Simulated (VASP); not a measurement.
Output of a VASP run:

**OUTCAR**
```
 ion  position               nearest neighbor table
   1  0.333  0.667  0.845-   6 2.80   6 2.80   6 2.80
   2  0.667  0.333  0.345-   5 2.80   5 2.80   5 2.80
   3  0.667  0.333  0.155-   5 2.80   5 2.80   5 2.80
   4  0.333  0.667  0.655-   6 2.80   6 2.80   6 2.80
   5  0.333  0.667  0.250-   2 2.80   3 2.80   2 2.80   3 2.80   2 2.80   3 2.80
   6  0.667  0.333  0.750-   1 2.80   4 2.80   1 2.80   4 2.80   1 2.80   4 2.80
  LATTYP: Found a hexagonal cell.
 ALAT       =     3.6480537838
 C/A-ratio  =     5.3024307130
 Subroutine PRICEL returns:
 Original cell was already a primitive cell.
 Subroutine GETGRP returns: Found 24 space group operations
The static configuration has the point symmetry D_3d.
 The point group associated with its full space group is D_6h.
The dynamic configuration has the point symmetry D_3d.
 Subroutine INISYM returns: Found 24 space group operations
 Subroutine IBZKPT returns following result:
 Found     16 irreducible k-points:

 Following reciprocal coordinates:
            Coordinates               Weight
  0.000000  0.000000  0.000000      1.000000
  0.142857  0.000000  0.000000      6.000000
  0.285714  0.000000  0.000000      6.000000
  0.428571  0.000000  0.000000      6.000000
  0.142857  0.142857  0.000000      6.000000
  0.285714  0.142857  0.000000     12.000000
  0.428571  0.142857  0.000000      6.000000
  0.285714  0.285714  0.000000      6.000000
  0.000000  0.000000  0.500000      1.000000
  0.142857  0.000000  0.500000      6.000000
  0.285714  0.000000  0.500000      6.000000
  0.428571  0.000000  0.500000      6.000000
  0.142857  0.142857  0.500000      6.000000
  0.285714  0.142857  0.500000     12.000000
  0.428571  0.142857  0.500000      6.000000
  0.285714  0.285714  0.500000      6.000000
   k-points           NKPTS =     16   k-points in BZ     NKDIM =     16   number of bands    NBANDS=     31
   number of dos      NEDOS =    301   number of ions     NIONS =      6
   total plane-waves  NPLWV = 112896
   dimension x,y,z NGX =    28 NGY =   28 NGZ =  144
   dimension x,y,z NGXF=    56 NGYF=   56 NGZF=  288
   ions per type =               4   2
   PREC   = accura    normal or accurate (medium, high low for compatibility)
   ISTART =      0    job   : 0-new  1-cont  2-samecut
   ICHARG =      2    charge: 1-file 2-atom 10-const
   ISPIN  =      1    spin polarized calculation?
   LNONCOLLINEAR =      F non collinear calculations
   LSORBIT =      F    spin-orbit coupling
   INIWAV =      1    electr: 0-lowe 1-rand  2-diag
   ENCUT  =  520.0 eV  38.22 Ry    6.18 a.u.   6.78  6.78 35.97*2*pi/ulx,y,z
   NELM   =    100;   NELMIN=  2; NELMDL= -5     # of ELM steps
   EDIFF  = 0.1E-06   stopping-criterion for ELM
   LREAL  =      F    real-space projection
   NLSPLINE    = F    spline interpolate recip. space projectors
   LMAXMIX     =    4 max onsite mixed and CHGCAR
   VOSKOWN=      0    Vosko Wilk Nusair interpolation
   EDIFFG = -.1E-01   stopping-criterion for IOM
   NSW    =     30    number of steps for IOM
   NBLOCK =      1;   KBLOCK =     30    inner block; outer block
   IBRION =      2    ionic relax: 0-MD 1-quasi-New 2-CG
   NFREE  =      1    steps in history (QN), initial steepest desc. (CG)
   ISIF   =      4    stress and relaxation
   ISYM   =      2    0-nonsym 1-usesym 2-fastsym
   TEIN   =    0.0    initial temperature
   TEBEG  =    0.0;   TEEND  =   0.0 temperature during run
   SMASS  =  -3.00    Nose mass-parameter (am)
   PSTRESS=    0.0 pullay stress
   NELECT =      52.0000    total number of electrons
   EFERMI =   0.00;   METHOD = LEGACY
   ISMEAR =     0;   SIGMA  =   0.05  broadening in eV -4-tet -1-fermi 0-gaus
   IALGO  =     38    algorithm
   LDIAG  =      T    sub-space diagonalisation (order eigenvalues)
   IMIX   =      4    mixing-type and parameters
     AMIX     =   0.40;   BMIX     =  1.00
     AMIX_MAG =   1.60;   BMIX_MAG =  1.00
     AMIN     =   0.10
   GGA     = RE    functional components
   VOSKOWN =     0    Vosko Wilk Nusair interpolation
...
```

File OSZICAR:
```
...
DAV:  12    -0.340280791663E+02    0.77199E-06   -0.17289E-06  1062   0.724E-03    0.465E-04
DAV:  13    -0.340280791648E+02    0.15098E-08   -0.71576E-08   807   0.124E-03
   5 F= -.34028079E+02 E0= -.34028079E+02  d E =-.685243E-01
       N       E                     dE             d eps       ncg     rms          rms(c)
DAV:   1    -0.340287959510E+02   -0.71678E-03   -0.39241E-02  1020   0.121E+00    0.247E-01
DAV:   2    -0.340283197955E+02    0.47616E-03   -0.23659E-03  1116   0.245E-01    0.936E-02
DAV:   3    -0.340282080637E+02    0.11173E-03   -0.31314E-04  1220   0.946E-02    0.379E-02
DAV:   4    -0.340281661331E+02    0.41931E-04   -0.20301E-04  1283   0.611E-02    0.508E-02
DAV:   5    -0.340281418257E+02    0.24307E-04   -0.86641E-05  1263   0.392E-02    0.821E-03
DAV:   6    -0.340281362847E+02    0.55410E-05   -0.63822E-06  1294   0.109E-02    0.704E-03
DAV:   7    -0.340281305712E+02    0.57136E-05   -0.33923E-06  1057   0.553E-03    0.340E-03
DAV:   8    -0.340281286299E+02    0.19412E-05   -0.19743E-06  1174   0.419E-03    0.267E-03
DAV:   9    -0.340281284337E+02    0.19620E-06   -0.41772E-07  1021   0.278E-03    0.899E-04
DAV:  10    -0.340281284855E+02   -0.51792E-07   -0.43467E-08   765   0.924E-04
   6 F= -.34028128E+02 E0= -.34028128E+02  d E =-.685736E-01
       N       E                     dE             d eps       ncg     rms          rms(c)
DAV:   1    -0.340311552480E+02   -0.30268E-02   -0.16833E-01   992   0.258E+00    0.346E-01
DAV:   2    -0.340293094831E+02    0.18458E-02   -0.12117E-02  1241   0.493E-01    0.223E-01
DAV:   3    -0.340287755999E+02    0.53388E-03   -0.32677E-03  1235   0.271E-01    0.144E-01
DAV:   4    -0.340284726320E+02    0.30297E-03   -0.93509E-04  1180   0.142E-01    0.633E-02
DAV:   5    -0.340284362513E+02    0.36381E-04   -0.24237E-04  1300   0.601E-02    0.278E-02
DAV:   6    -0.340283862332E+02    0.50018E-04   -0.53713E-05  1265   0.302E-02    0.177E-02
DAV:   7    -0.340283671487E+02    0.19085E-04   -0.14363E-05  1012   0.128E-02    0.551E-03
DAV:   8    -0.340283474312E+02    0.19717E-04   -0.22693E-05  1178   0.167E-02    0.193E-03
DAV:   9    -0.340283458999E+02    0.15312E-05   -0.12575E-06  1136   0.383E-03    0.109E-03
DAV:  10    -0.340283456108E+02    0.28917E-06   -0.19932E-07   937   0.195E-03    0.750E-04
DAV:  11    -0.340283455512E+02    0.59516E-07   -0.67147E-08   817   0.121E-03
   7 F= -.34028346E+02 E0= -.34028346E+02  d E =-.217066E-03
       N       E                     dE             d eps       ncg     rms          rms(c)
DAV:   1    -0.340294451880E+02   -0.10996E-02   -0.35721E-02  1006   0.119E+00    0.159E-01
DAV:   2    -0.340290644545E+02    0.38073E-03   -0.24627E-03  1226   0.224E-01    0.997E-02
DAV:   3    -0.340289595414E+02    0.10491E-03   -0.67697E-04  1282   0.124E-01    0.660E-02
DAV:   4    -0.340289019623E+02    0.57579E-04   -0.19537E-04  1212   0.641E-02    0.282E-02
DAV:   5    -0.340288941660E+02    0.77963E-05   -0.48723E-05  1329   0.270E-02    0.125E-02
DAV:   6    -0.340288830195E+02    0.11146E-04   -0.12817E-05  1273   0.140E-02    0.869E-03
DAV:   7    -0.340288791508E+02    0.38688E-05   -0.31237E-06  1034   0.579E-03    0.269E-03
DAV:   8    -0.340288754622E+02    0.36885E-05   -0.44608E-06  1036   0.673E-03    0.759E-04
DAV:   9    -0.340288751394E+02    0.32277E-06   -0.32799E-07  1047   0.192E-03    0.495E-04
DAV:  10    -0.340288750646E+02    0.74870E-07   -0.52723E-08   775   0.103E-03
   8 F= -.34028875E+02 E0= -.34028875E+02  d E =-.746579E-03
```

File OUTCAR:
```
------------------------ aborting loop because EDIFF is reached ----------------------------------------
  FORCE on cell =-STRESS in cart. coord.  units (eV):
  Direction    XX          YY          ZZ          XY          YZ          ZX
  --------------------------------------------------------------------------------------
  Total        0.0077945      0.0077945      0.0065421      0.0000000      0.0000000      0.0000000
  in kB        0.0560159      0.0560159      0.0470154      0.0000000      0.0000000      0.0000000
  external PRESSURE =       0.0530157 kB  Pullay stress =       0.0000000 kB
  volume of cell :      222.94
      direct lattice vectors                 reciprocal lattice vectors
     1.789528954 -3.099554787  0.000000000     0.279403135 -0.161313490 -0.000000000
     1.789528954  3.099554787 -0.000000000     0.279403135  0.161313490 -0.000000000
     0.000000000  0.000000000 20.096541302     0.000000000  0.000000000  0.049759806
 POSITION                                       TOTAL-FORCE (eV/Angst)
 -----------------------------------------------------------------------------------
      1.78953      1.03319     16.88138         0.000000      0.000000      0.001201
      1.78953     -1.03319      6.83311         0.000000     -0.000000      0.001201
      1.78953     -1.03319      3.21516         0.000000     -0.000000     -0.001201
      1.78953      1.03319     13.26344         0.000000      0.000000     -0.001201
      1.78953      1.03319      5.02414        -0.000000     -0.000000      0.000000
      1.78953     -1.03319     15.07241         0.000000      0.000000      0.000000
 -----------------------------------------------------------------------------------
    total drift:                               -0.000000      0.001786     -0.000023
  FREE ENERGIE OF THE ION-ELECTRON SYSTEM (eV)
  ---------------------------------------------------
  free  energy   TOTEN  =       -34.0288750646 eV

  energy  without entropy=      -34.0288750646  energy(sigma->0) =      -34.02887506

 reached required accuracy - stopping structural energy minimisation
```
(Selected blocks of OUTCAR.)

File POSCAR:
```
MoTe2
1
    1.8240270857    -3.1593071392     0.0000000000
    1.8240270857     3.1593071392     0.0000000000
    0.0000000000     0.0000000000    19.3435524256
Te Mo
4 2
Direct
  0.3333330000   0.6666670000   0.8453913461
  0.6666670000   0.3333330000   0.3453913461
  0.6666670000   0.3333330000   0.1546086539
  0.3333330000   0.6666670000   0.6546086539
  0.3333330000   0.6666670000   0.2500000000
  0.6666670000   0.3333330000   0.7500000000
```

**Question.** Write an INCAR and KPOINTS that could have produced this output.

**Answer.** This is not unique; one that fits is the input of the run itself, revPBE GGA, plane waves, VASP's PBE PAW potentials (set 64).

INCAR:
```
# general
SYSTEM =MoTe2
PREC   =Accurate
ENCUT  =520
LREAL  =.FALSE.
LASPH  =.TRUE.

# electronic loop
EDIFF  =1E-7
NELM   =100
ALGO   =Normal
LMAXMIX=4

# smearing
ISMEAR =0
SIGMA  =0.05

# functional
GGA    =RE

# ions
IBRION =2
NSW    =30
ISIF   =4
EDIFFG =-0.01

# output
LWAVE  =.FALSE.
LCHARG =.FALSE.
```

File KPOINTS:
```
kpoints
0
Gamma
 7 7 2
```

POTCAR, in this order: Te Mo_sv (PBE.64 set). Program: vasp_std.

The cell holds a wide vacuum, so values per volume refer to the whole cell.

The cell is a sheet with vacuum, built from a generated structure.
